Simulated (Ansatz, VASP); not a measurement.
## Co (Cobalt): VASP beside Ansatz

Aim: how closely do two programs agree when they are given the same cell, functional and k mesh? The cell is taken from a series of runs on this material, whose earlier steps may have relaxed, scaled, displaced or heated it; both programs get it as it stands.

Method: plane waves, with VASP 6.6.1 beside it; relaxation of cell and atoms at PBE, in Ansatz 0.2.0.

## Step 1: Starting point

It takes space group P6_3/mmc (No. 194, hexagonal). The conventional cell has a = 2.494 Å, b = 2.494 Å, c = 4.032 Å, α = 90.00°, β = 90.00°, γ = 120.00°. Nearest to Co lie 12 Co at 2.48 to 2.49 Å.

Coordinates:

```cif
data_structure
_symmetry_space_group_name_H-M 'P6_3/mmc'
_symmetry_Int_Tables_number 194
_cell_length_a 2.4943
_cell_length_b 2.4943
_cell_length_c 4.0319
_cell_angle_alpha 90.000
_cell_angle_beta 90.000
_cell_angle_gamma 120.000
_cell_volume 21.72
loop_
_atom_site_label
_atom_site_type_symbol
_atom_site_symmetry_multiplicity
_atom_site_Wyckoff_symbol
_atom_site_fract_x
_atom_site_fract_y
_atom_site_fract_z
_atom_site_occupancy
Co1 Co 2 c 0.33333 0.66667 0.25000 1
```

## Step 2: Ansatz: relaxation of cell and atoms, PBE

Ansatz runs on its PAW soft_1 files.

The relaxed volume is the usual yardstick between codes: in a stiff, nearly cubic crystal its relative difference is about their pressure difference at one cell divided by the bulk modulus.

input.yaml reads:

```yaml
crystal:
  lattice:
    - [2.494310214, 0.0, 0.0]
    - [-1.247155107, 2.1601360103, 0.0]
    - [0.0, 0.0, 4.0319043742]
  atoms:
    - { symbol: Co, position: [0.3333333333, 0.6666666667, 0.25], spin: 1.86 }
    - { symbol: Co, position: [0.6666666667, 0.3333333333, 0.75], spin: 1.86 }
kpoints:
  mp_grid: { grid: [24, 24, 12] }
hamiltonian:
  xc: pbe
  pseudopotentials: { kind: paw, azcp: { folder: soft_1 } }
scf:
  occupations: { method: gaussian, width: 0.15 }
output:
  forces: true
  stress: true
  eigenvalues: true
  populations: true
magnetization:
  spin_polarized: true
relax:
  adjacent_minimum: "off"
  f_tol: 0.001
  max_steps: 60
  cell: { stress_tol: 0.01 }
```

Command:

```
$ ansatz run input.yaml --threads 8 --pin off --max-ram 15360MiB --backend cpu --events-out ev --progress --plain --runs-dir out
```

Numbers of over 12 decimals in the logs are rounded to 6 here.

The log of the run:

```text
Engine: ansatz 0.2.0, x86_64-unknown-linux-gnu
Pseudopotentials: kind: paw
Pseudopotential: Co, paw, valence charge 17, recommended cutoff 420 eV (normal), soft_1/Co.paw.azcp
Functional definition: PBE
  parameter kappa = 0.804
  parameter beta = 0.066725
  exchange = pbe_x(kappa = kappa, mu = beta*pi^2/3)
  correlation = pbe_c(beta = beta)
Crystal: 2 atoms, lattice volume = 21.724 Å³
Basis set: ecut = 420 eV, 403 PW (Γ), exchange–correlation on 36×36×54 points (8 copies of the dense FFT grid, shifted against one another)
Bands: 23, of which v1, the nominal top of the filled ones, is band 17 counted from 1 (16 counted from 0)
Symmetry: 24 space group operations
Space group: P63/mmc (ITA 194), of the structure as read, at distance tolerance 2.8e-5 Å
Magnetic group: BNS 194.263 (UNI 1493), of the structure as read, at distance tolerance 2.8e-5 Å
k-points: 427 of 6912
Non-local potential: Co, projectors of the file, l = 0: 3, l = 1: 2, l = 2: 3, l = 3: 1
PAW form: soft (Blöchl's): semilocal exchange-correlation on the pseudo side does not see the compensation charge
PAW one-centre angular grid: Co, 590 points (default); XC on 64 Gauss nodes
Initial density: superposition of atomic densities (chi_scale 0.1, normalization cell)
Starting moments: Σ|m| = 3.72 μB on 2 of 2 sites
Initial wavefunctions: pseudopotential atomic-orbital guess
Functional: x = pbe(κ = 0.804, μ = 0.219515), c = pbe(β = 0.066725)
SCF iter   1: F=—  HF=-10251.661913 eV  |F-HF|=—  |Δ(HF+E_count)|=         —  Δρ=7.89e-2 (↑2.87e-2 ↓7.89e-2)  dr2=1.70e0  dr2_m=1.43e-1  M=3.450 μB ∫|m|=3.598 μB  β_m=0.30  ethr=3.10e-3  ⟨swp⟩=5.4  Hψ=75056  notcnv=0
Mixer restart at iter 1: flushing history
preconditioner: auto → none  [metal: Δε(μ)=0.009 eV  Ē_g=9.125 eV  σ=0.150 eV  W_gap=0.03  n_scr=8 (ndim 8)  ℏωp=33.8 eV  f_vac=0.000  D(μ)=1.67/eV (n_scr^D=22)  sad-step TF]
SCF iter   2: F=—  HF=-10250.962854 eV  |F-HF|=—  |Δ(HF+E_count)|=   6.99e-1  Δρ=2.67e-2 (↑2.67e-2 ↓2.67e-2)  dr2=6.82e-2  dr2_m=1.11e-1  M=3.445 μB ∫|m|=3.637 μB  β_m=0.33  ethr=3.10e-3  ⟨swp⟩=2.9  Hψ=36866  notcnv=0  defer=1044
SCF iter   3: F=—  HF=-10251.460315 eV  |F-HF|=—  |Δ(HF+E_count)|=         —  Δρ=2.66e-2 (↑2.66e-2 ↓8.97e-3)  dr2=5.50e-2  dr2_m=3.72e-2  M=3.380 μB ∫|m|=3.610 μB  β_m=0.33  ethr=2.01e-4  ⟨swp⟩=2.0  Hψ=25427  notcnv=0  defer=1044
Mixer restart at iter 3: flushing history
SCF iter   4: F=—  HF=-10251.833301 eV  |F-HF|=—  |Δ(HF+E_count)|=   3.73e-1  Δρ=1.60e-2 (↑1.60e-2 ↓5.99e-3)  dr2=2.28e-2  dr2_m=1.34e-2  M=3.340 μB ∫|m|=3.596 μB  β_m=0.62  ethr=1.62e-4  ⟨swp⟩=2.0  Hψ=31512  notcnv=0  defer=1044
SCF iter   5: F=—  HF=-10252.287805 eV  |F-HF|=—  |Δ(HF+E_count)|=   4.55e-1  Δρ=1.06e-2 (↑9.10e-3 ↓1.06e-2)  dr2=4.89e-2  dr2_m=7.41e-4  M=3.259 μB ∫|m|=3.570 μB  β_m=0.81  ethr=6.70e-5  ⟨swp⟩=2.2  Hψ=34282  notcnv=0  defer=1027
SCF iter   6: F=—  HF=-10252.332530 eV  |F-HF|=—  |Δ(HF+E_count)|=   4.47e-2  Δρ=7.34e-3 (↑7.34e-3 ↓4.41e-3)  dr2=1.52e-2  dr2_m=4.81e-4  M=3.233 μB ∫|m|=3.561 μB  β_m=0.72  ethr=6.70e-5  ⟨swp⟩=2.0  Hψ=39044  notcnv=0  defer=957
SCF iter   7: F=—  HF=-10252.326977 eV  |F-HF|=—  |Δ(HF+E_count)|=   5.55e-3  Δρ=2.46e-3 (↑2.46e-3 ↓9.01e-4)  dr2=1.06e-3  dr2_m=1.42e-4  M=3.230 μB ∫|m|=3.559 μB  β_m=0.86  ethr=4.48e-5  ⟨swp⟩=1.4  Hψ=26696  notcnv=0  defer=928
SCF iter   8: F=—  HF=-10252.326422 eV  |F-HF|=—  |Δ(HF+E_count)|=   5.55e-4  Δρ=7.84e-4 (↑7.84e-4 ↓4.02e-4)  dr2=1.48e-4  dr2_m=8.16e-6  M=3.229 μB ∫|m|=3.559 μB  β_m=0.88  ethr=3.13e-6  ⟨swp⟩=2.2  Hψ=26480  notcnv=0  defer=928
SCF iter   9: F=—  HF=-10252.326359 eV  |F-HF|=—  |Δ(HF+E_count)|=   6.25e-5  Δρ=1.02e-4 (↑1.02e-4 ↓3.02e-5)  dr2=1.64e-6  dr2_m=3.08e-7  M=3.229 μB ∫|m|=3.558 μB  β_m=0.88  ethr=4.36e-7  ⟨swp⟩=2.0  Hψ=26630  notcnv=0  defer=927
SCF iter  10: F=—  HF=-10252.326359 eV  |F-HF|=—  |Δ(HF+E_count)|=   7.84e-7  Δρ=6.38e-6 (↑6.38e-6 ↓4.83e-6)  dr2=1.18e-9  dr2_m=5.43e-9  M=3.229 μB ∫|m|=3.558 μB  β_m=0.87  ethr=4.82e-9  ⟨swp⟩=2.3  Hψ=30538  notcnv=0  defer=927
SCF iter  11: F=-10252.326359 eV  HF=-10252.326359 eV  |F-HF|=2.04e-9  |Δ(HF+E_count)|=   1.19e-8  Δρ=3.43e-6 (↑1.60e-6 ↓3.43e-6)  dr2=3.27e-9  dr2_m=2.24e-10  M=3.229 μB ∫|m|=3.558 μB  ethr=3.48e-12  ⟨swp⟩=4.4  Hψ=71441  notcnv=0
the search or the solves at the SCF's close seem to have found levels that the self-consistency loop had missed (the run counts 1). By its estimate they hold under 1e-12 electrons; where the run keeps them, the occupations were computed again with them
SCF 1 converged in 11 iterations: F = -10252.326359 eV  dr2 = 3.27e-9
  greatest PAW one-centre occupation: 1.001 electrons in one spin orbital (limit 2), on the Co atom at site 1 (counted from 0), in its partial waves of l = 1
[...]
SCF iter   2: F=—  HF=-10252.326359 eV  |F-HF|=—  |Δ(HF+E_count)|=   3.08e-9  Δρ=1.09e-5 (↑6.85e-6 ↓1.09e-5)  dr2=3.23e-8  dr2_m=2.19e-9  M=3.229 μB ∫|m|=3.559 μB  β_m=0.45  ethr=1.08e-10  ⟨swp⟩=2.1  Hψ=31794  notcnv=0
SCF iter   3: F=—  HF=-10252.326359 eV  |F-HF|=—  |Δ(HF+E_count)|=   3.65e-9  Δρ=5.30e-6 (↑5.30e-6 ↓4.24e-6)  dr2=4.59e-9  dr2_m=2.57e-9  M=3.229 μB ∫|m|=3.559 μB  β_m=0.47  ethr=9.49e-11  ⟨swp⟩=2.2  Hψ=30744  notcnv=0
SCF iter   4: F=-10252.326359 eV  HF=-10252.326359 eV  |F-HF|=2.55e-10  |Δ(HF+E_count)|=   2.74e-9  Δρ=3.78e-6 (↑8.35e-7 ↓3.78e-6)  dr2=1.53e-9  dr2_m=8.58e-10  M=3.229 μB ∫|m|=3.559 μB  ethr=1.35e-11  ⟨swp⟩=2.0  Hψ=58122  notcnv=0
SCF 2 converged in 4 iterations: F = -10252.326359 eV  dr2 = 1.53e-9
relax step   2: F+E_penalty+E_count = -10252.32635906 eV  Δ(F+E_penalty+E_count) = -4.016e-7 eV  max|allowed force component| = 6.245e-17 eV/Å  Δτ_max = 0.0000 Å  P = +0.009 GPa  Ω = 21.725 Å³  energy of the carried Pulay correction = -1.120e-6 eV  (4 SCF iters, dr2 threshold 2.32e-8 eV, accepted)
[...]
relax step   3: F+E_penalty+E_count = -10252.32635875 eV  Δ(F+E_penalty+E_count) = +3.071e-7 eV  max|allowed force component| = 6.014e-17 eV/Å  Δτ_max = 0.0000 Å  P = +0.002 GPa  Ω = 21.726 Å³  energy of the carried Pulay correction = -2.162e-6 eV  (5 SCF iters, dr2 threshold 7.27e-9 eV, accepted)
[...]
relax step   4: F+E_penalty+E_count = -10252.32636220 eV  Δ(F+E_penalty+E_count) = -3.447e-6 eV  max|allowed force component| = 6.014e-17 eV/Å  Δτ_max = 0.0000 Å  P = +0.002 GPa  Ω = 21.726 Å³  stress off target by 1.99e-3 GPa  SCF on the basis re-selected at this cell (its energy is not comparable with the rows above)  (8 SCF iters)
basis re-selected at this cell: Δ(F+E_penalty+E_count) = -3.447e-6 eV, ΔP = -0.000 GPa vs the last step (what re-selecting the basis moved, of the pressure what is left beyond the Pulay correction that the steps carried, after the strain that the cell walked since its last selection, with what the two solves' SCF thresholds leave and, on support functions, any second-order correction that the steps lacked; it is no m [...]
SCF converged after 8 iterations
Magnetization: 3.2292 μB (18.6146 up, 15.3854 down)
Absolute magnetization: 3.5627 μB (∫|ρ↑−ρ↓|, with the PAW one-centre terms)
Spin contamination: 0.0566 ħ² per cell (⟨S²⟩ above its minimum at these occupations)
Per-site moments (μB) at R_I (Å): [(1.690478, 1.022123), (1.690478, 1.022123)]
Free energy (F): -10252.326362 eV
Harris-Foulkes:  -10252.326362 eV  (|F-HF|=0.00e0)
Internal energy: -10252.306955 eV  (E = F + TS)
E sigma→0 (E₀):  -10252.316658 eV
Entropy (-TS):   -0.019408 eV (-9.704 meV/atom)
Fermi energy:    18.668859 eV
--- Per-component energies (eV) ---
  E_band       = -488.566072
  E_kinetic    = 583.466054
  E_local      = -5304.995729  (includes V_loc(G=0)·N_el)
  E_nonlocal   = 868.471828
  E_hartree    = 2354.778061
  E_xc         = -184.508235
  E_vxc        = -237.485937  (∫ρ·V_xc dr)
  E_paw        = -3142.648878  (= ΣΔE_a)
  E_vpaw       = -1107.578375  (= ΣTr[D̂ρ^β])
  E_aug_tail   = -0.000020  (compensation charges beyond the density's cutoff)
  E_ewald      = -5426.870036
  E_smearing   = -0.019408  (= −TS)
  E_closure    = 0.000000  (closes the sum)
  Σ components = -10252.326362   (vs F -10252.326362, Δ=0.00e0)
--- Forces (eV/Å), atoms counted from 1 ---
  atom   1  Co     0.00000000    -0.00000000     0.00000000
  atom   2  Co    -0.00000000     0.00000000    -0.00000000
  max |Σ_I F_I| component: 4.63e-18 eV/Å
--- Stress (GPa, compression-positive) ---
        0.001988       0.000000       0.000000
        0.000000       0.001988       0.000000
        0.000000       0.000000       0.001790
  P = ⅓ Tr σ = 0.0019 GPa (0.019 kbar)
--- Band table (eV; the first three rows and the last of 854) ---
  k-point 0 ↑: bands = [... 13 lower, 16.3830, 16.3830, 16.7298, 16.7298, 17.8403, 17.8403, 18.5036, 24.9607, ... 2 higher]
  k-point 1 ↑: bands = [... 13 lower, 16.3633, 16.3633, 16.7761, 16.7761, 17.8370, 17.8370, 18.2100, 25.3927, ... 2 higher]
  k-point 2 ↑: bands = [... 13 lower, 16.3087, 16.3087, 16.8943, 16.8943, 17.5284, 17.8237, 17.8237, 26.5017, ... 2 higher]
  k-point 426 ↓: bands = [... 13 lower, 16.9122, 18.5023, 18.5023, 19.7748, 19.7748, 24.9588, 24.9588, 26.6546, ... 2 higher]
--- Relaxed structure (3 steps of the walk, 3 accepted, 1 SCFs on fresh bases) ---
  F+E_penalty+E_count = -10252.32636220 eV   max|allowed force component| = 6.014e-17 eV/Å   (the final SCF, on the basis selected at the relaxed cell)
  cell:  # Å, volume = 21.7257 Å³
    - [2.494038, 0.0, 0]
    - [-1.247019, 2.159900, 0]
    - [0, 0, 4.033091]
  atoms:
    - { symbol: Co, position: [0.333333, 0.666667, 0.25] }
    - { symbol: Co, position: [0.666667, 0.333333, 0.750000] }
--- Löwdin populations: 2 sites ---
  site symbol       q [e]    m [muB]
     0     Co     16.7793     1.6807
     1     Co     16.7793     1.6807
  spilling = 0.012981 (of n_electrons = 34.000000)
```

[end of part 1 of 2]

[Lines on the potential files, build, host, timing and source positions are cut from VASP's logs without a mark.]

[Logs are printed without paths, hosts, clocks, repeated set-up lines and the standing remarks that a program may print on its own settings, such as how far it seeks lower states.]

[Hosts, paths, dates, database ids (printed as entryN), source tags and the programs' standing remarks are cut or masked in the printed files.]
